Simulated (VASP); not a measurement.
Mg2CdS3:

```
Mg Cd S
1.0
    -1.90000    2.68500    5.70000
     1.90000   -2.68500    5.70000
     1.90000    2.68500   -5.70000
Mg Cd S
2 1 3
Direct
  0.66667 0.66667 0.00000
  0.33333 0.33333 0.00000
  0.00000 0.00000 0.00000
  0.16667 0.66667 0.50000
  0.83333 0.33333 0.50000
  0.50000 0.00000 0.50000
```

The cell was built by a generator and needn't be a form met in nature.

| Quantity | Value |
| --- | --- |
| Program | VASP 6.6.1 |
| Task | relaxation of cell and atoms |
| Functional | PBE |
| Potentials or basis | VASP PAW PBE potentials, release 64 (Mg, Cd, S) |
| Cutoff | 520 eV |
| k mesh | 5 × 5 × 5 |
| Occupations | gaussian, width 0.15 eV |
| Spin | no spin polarisation |

At the start: pressure -1.5 GPa; volume 19.39 Å³/atom.

How do energy, volume and symmetry change on relaxing?

Over 6 steps the energy falls by 12.2 meV/atom and the volume is 18.90 Å³/atom (-2.5 %); space group Immm (No. 71, to 0.05 Å).

Step by step:
| step | energy change (eV) | largest force (eV/Å) | pressure (GPa) | volume (Å³) |
| --- | --- | --- | --- | --- |
| 1 | 0.0000 | 0.6563 | -1.47 | 116.31 |
| 2 | -0.0454 | 0.4740 | 0.29 | 113.35 |
| 3 | -0.0464 | 0.2736 | 2.08 | 110.65 |
| 4 | -0.0511 | 0.3478 | 1.20 | 111.84 |
| 5 | -0.0718 | 0.0861 | 0.36 | 113.05 |
| 6 | -0.0732 | 0.0222 | 0.23 | 113.41 |

Final structure:
```
Mg Cd S
1.0
    -1.88662    2.65990    5.65012
     1.88662   -2.65990    5.65012
     1.88662    2.65990   -5.65012
Mg Cd S
2 1 3
Cartesian
  0.0000 0.0000 7.5335
  0.0000 0.0000 3.7667
  0.0000 0.0000 0.0000
  1.8866 0.0000 1.9740
  0.0000 2.6599 3.6761
  0.0000 2.6599 0.0000
```
